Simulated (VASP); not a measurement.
Data:

```xyz
3
Lattice="1.5477 -2.6807 0.0000 1.5477 2.6807 0.0000 0.0000 0.0000 3.5264" Properties=species:S:1:pos:R:3 pbc="T T T"
Mg     0.0000     0.0000     3.5264
B      1.5477     0.8936     1.7632
B      1.5477    -0.8936     1.7632
```

All values below come from revPBE GGA, VASP's PBE PAW potentials (set 64) (plane waves; VASP). Numerical set-up: 520 eV cut-off, 13×13×10 Γ-centred mesh, tetrahedra with Blöchl corrections, potentials Mg B.

The cores are frozen, which limits the accuracy of field gradients.

Give the principal components of the electric field gradient (V/Å²) and the asymmetry η at each nucleus.

```json
[
 {"atom": "Mg1", "Vxx": "0.2", "Vyy": "0.2", "Vzz": "-0.5", "η": "-"},
 {"atom": "B2", "Vxx": "-9.6", "Vyy": "-9.6", "Vzz": "19.1", "η": "0.00"},
 {"atom": "B3", "Vxx": "-9.6", "Vyy": "-9.6", "Vzz": "19.1", "η": "0.00"}
]
```

The compound is MgB2 in the AlB2 type structure. It was relaxed first.
